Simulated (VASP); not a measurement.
Crystal: Fe.

```
Fe
1.0
    -1.39500    1.39500    1.39500
     1.39500   -1.39500    1.39500
     1.39500    1.39500   -1.39500
Fe
1
Direct
  0.00000 0.00000 0.00000
```

The cell was built by a generator and needn't be a form met in nature.

```yaml
Program: VASP 6.6.1
Task: relaxation of cell and atoms
Functional: r2SCAN
Dispersion: rVV10
Potentials_or_basis: VASP PAW PBE potentials, release 64 (Fe)
Cutoff: 600 eV
k_mesh: 20 × 20 × 20
Occupations: methfessel-paxton, width 0.1 eV
Spin: collinear spin, ferromagnetic start
Starting_moments: "[2.5] μB"
```

At the start: pressure 14.6 GPa; volume 10.86 Å³/atom.

Task: How do energy, volume and symmetry change on relaxing?

Result: Over 3 steps the energy falls by 36.4 meV/atom and the volume is 11.67 Å³/atom (+7.4 %); space group Im-3m (No. 229, to 0.05 Å); moment 2.65 μB per cell.

The path:
| step | energy change (eV) | largest force (eV/Å) | pressure (GPa) | volume (Å³) |
| --- | --- | --- | --- | --- |
| 1 | 0.0000 | 0.0000 | 14.56 | 10.86 |
| 2 | -0.0039 | 0.0000 | -11.34 | 12.48 |
| 3 | -0.0364 | 0.0000 | -0.02 | 11.67 |

Final structure:
```
Fe
1.0
    -1.42873    1.42873    1.42873
     1.42873   -1.42873    1.42873
     1.42873    1.42873   -1.42873
Fe
1
Direct
  0.00000 0.00000 0.00000
```

Caveat: the PAW data sets were made with another functional, which shifts forces and pressure a little.
